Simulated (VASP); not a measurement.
OSZICAR of a VASP run on V (bcc):

**OSZICAR**
```
       N       E                     dE             d eps       ncg     rms          rms(c)
DAV:   1     0.689363696742E+02    0.68936E+02   -0.63811E+03  4418   0.119E+03
DAV:   2    -0.992705790354E+01   -0.78863E+02   -0.77179E+02  4538   0.329E+02
DAV:   3    -0.111249746783E+02   -0.11979E+01   -0.11586E+01  4602   0.469E+01
DAV:   4    -0.111330000762E+02   -0.80254E-02   -0.80229E-02  4458   0.378E+00
DAV:   5    -0.111330676467E+02   -0.67570E-04   -0.67570E-04  4582   0.369E-01    0.205E+01
RMM:   6    -0.964340988459E+01    0.14897E+01   -0.53764E+00  4400   0.307E+01    0.205E+00
RMM:   7    -0.964492615731E+01   -0.15163E-02   -0.37977E-01  4402   0.479E+00    0.103E+00
RMM:   8    -0.963708764689E+01    0.78385E-02   -0.19979E-02  4400   0.230E+00    0.596E-01
RMM:   9    -0.963604716722E+01    0.10405E-02   -0.25053E-03  4492   0.715E-01    0.917E-02
RMM:  10    -0.963609337712E+01   -0.46210E-04   -0.52058E-04  4500   0.278E-01    0.513E-02
RMM:  11    -0.963607055832E+01    0.22819E-04   -0.11885E-04  4352   0.182E-01    0.666E-03
RMM:  12    -0.963607023098E+01    0.32734E-06   -0.83616E-06  2525   0.466E-02
   1 F= -.96360702E+01 E0= -.96362292E+01  d E =-.963607E+01
```

Task: Which electronic solver shows in the log?

Result: It is blocked Davidson (ALGO = Normal, or the opening steps of other solvers) and then RMM-DIIS (ALGO = Fast or VeryFast). The INCAR had ALGO = Fast.

Task: How was spin treated?

Result: Without spin polarisation: there is no mag entry.

Task: Can the final energy be trusted as converged?

Result: Self-consistency was reached. It stopped with EDIFF = 1E-5, NELM = 100, NSW = 20 and EDIFFG = -0.03 after 1 ionic step (PBEsol GGA, plane waves, VASP's PBE PAW potentials (set 64)).

The compound is V in the bcc structure. It was relaxed first, which changed the volume by -7 %. The run is not spin-polarised, so no magnetic state was tried.
